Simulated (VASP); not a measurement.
Here is the system:

```
InAs
1.0
    0.00000     3.04509     3.04509
    3.04509     0.00000     3.04509
    3.04509     3.04509     0.00000
In As
1 1
Direct
  0.00000   0.00000   0.00000
  0.25000   0.25000   0.25000
```

Computed with PBEsol GGA, VASP's PBE PAW potentials (set 64) (plane waves; VASP 6.6.1). Numerical set-up: 480 eV cut-off, 10×10×10 Γ-centred mesh, first-order Methfessel-Paxton smearing of 0.10 eV, potentials In_d As.

Stress in GPa, positive for a compressed cell; the cube axes lie along x, y and z, and the ions stay on their sites.

```tsv
strain	σxx	σyy	σzz
none	0.02	0.02	0.02
εxx = -0.5 %, εyy = -0.5 %, εzz = -0.5 %	0.88	0.88	0.88
εyy = +1.0 %, εzz = +1.0 %	-0.82	-1.16	-1.16
εxx = +0.5 %, εyy = +0.5 %, εzz = +0.5 %	-0.79	-0.79	-0.79
εxx = +2.0 %, εyy = +2.0 %	-2.22	-2.22	-1.57
```

Q: Fit C11 and C12 to these rows, and predict the stress for εxx = -4.0 %, εzz = -4.0 %.

A: Least squares on Δσ_i = −C11 ε_i − C12 (ε_j + ε_k) over all components shown gives C11 = 74 GPa and C12 = 41 GPa, and so σxx, σyy, σzz = 4.61, 3.30, 4.61 GPa. The run gave 5.97, 4.54, 5.97 GPa; the difference holds the non-linear terms and numerical noise.

Left out are shears, moved atoms, failed runs and, from the fit, strains over 2.5 %.

The compound is InAs in the zinc blende structure.
